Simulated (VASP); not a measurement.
Method: RPBE GGA, VASP's PBE PAW potentials (set 64) (plane waves; VASP 6.6.1).

VASP ran on this input.

### POSCAR
```
GaAs
1.0
  0.0000000000   2.9613423470   2.9613423470
  2.9613423470   0.0000000000   2.9613423470
  2.9613423470   2.9613423470   0.0000000000
Ga As
1 1
Direct
  0.0000000000   0.0000000000   0.0000000000
  0.2500000000   0.2500000000   0.2500000000
```

KPOINTS:
```
Automatic mesh
0
Gamma
11 11 11
0 0 0
```

INCAR:
```
SYSTEM = GaAs
PREC = Accurate
ENCUT = 520
EDIFF = 1E-7
NELM = 100
ALGO = Normal
LREAL = .FALSE.
LASPH = .TRUE.
ISMEAR = 1
SIGMA = 0.1
GGA = RP
LMAXMIX = 4
LWAVE = .FALSE.
LCHARG = .FALSE.
ISIF = 2
```

POTCAR, in this order: Ga_d As (PBE.64 set). Program: vasp_std.

The run wrote:

### OSZICAR
```
       N       E                     dE             d eps       ncg     rms          rms(c)
DAV:   1     0.796649047558E+02    0.79665E+02   -0.91605E+03  1480   0.181E+03
DAV:   2    -0.125274586860E+01   -0.80918E+02   -0.78105E+02  1586   0.321E+02
DAV:   3    -0.755737901257E+01   -0.63046E+01   -0.62753E+01  1821   0.750E+01
DAV:   4    -0.767109993923E+01   -0.11372E+00   -0.11365E+00  1665   0.111E+01
DAV:   5    -0.767321495598E+01   -0.21150E-02   -0.21147E-02  1804   0.131E+00    0.259E+00
DAV:   6    -0.756978548315E+01    0.10343E+00   -0.23612E-01  2184   0.797E+00    0.157E+00
DAV:   7    -0.756803334043E+01    0.17521E-02   -0.60119E-02  1826   0.178E+00    0.561E-01
DAV:   8    -0.757290458638E+01   -0.48712E-02   -0.11785E-02  1641   0.138E+00    0.841E-02
DAV:   9    -0.757394115105E+01   -0.10366E-02   -0.17316E-03  1776   0.549E-01    0.689E-02
DAV:  10    -0.757413268674E+01   -0.19154E-03   -0.16008E-04  1651   0.109E-01    0.371E-02
DAV:  11    -0.757432007779E+01   -0.18739E-03   -0.45635E-04  1551   0.144E-01    0.908E-03
DAV:  12    -0.757432183415E+01   -0.17564E-05   -0.54143E-06  1806   0.290E-02    0.473E-03
DAV:  13    -0.757432396874E+01   -0.21346E-05   -0.38435E-06  1546   0.136E-02    0.951E-04
DAV:  14    -0.757432399595E+01   -0.27209E-07   -0.65219E-08  1378   0.249E-03
   1 F= -.75743240E+01 E0= -.75743775E+01  d E =0.160655E-03
```

**OUTCAR**
```
------------------------ aborting loop because EDIFF is reached ----------------------------------------
  FORCE on cell =-STRESS in cart. coord.  units (eV):
  Direction    XX          YY          ZZ          XY          YZ          ZX
  --------------------------------------------------------------------------------------
  Total       -0.8982603     -0.8982603     -0.8982603      0.0000000      0.0000000      0.0000000
  in kB      -27.7087491    -27.7087491    -27.7087491      0.0000000      0.0000000      0.0000000
  external PRESSURE =     -27.7087491 kB  Pullay stress =       0.0000000 kB
  volume of cell :       51.94
      direct lattice vectors                 reciprocal lattice vectors
     0.000000000  2.961342347  2.961342347    -0.168842350  0.168842350  0.168842350
     2.961342347  0.000000000  2.961342347     0.168842350 -0.168842350  0.168842350
     2.961342347  2.961342347  0.000000000     0.168842350  0.168842350 -0.168842350
  FREE ENERGIE OF THE ION-ELECTRON SYSTEM (eV)
  ---------------------------------------------------
  free  energy   TOTEN  =        -7.5743239959 eV

  energy  without entropy=       -7.5744846513  energy(sigma->0) =       -7.57437755
```
(Selected blocks of OUTCAR.)

The compound is GaAs in the zinc blende structure. This cell is one point of a volume scan, at 1.06 of the reference volume.
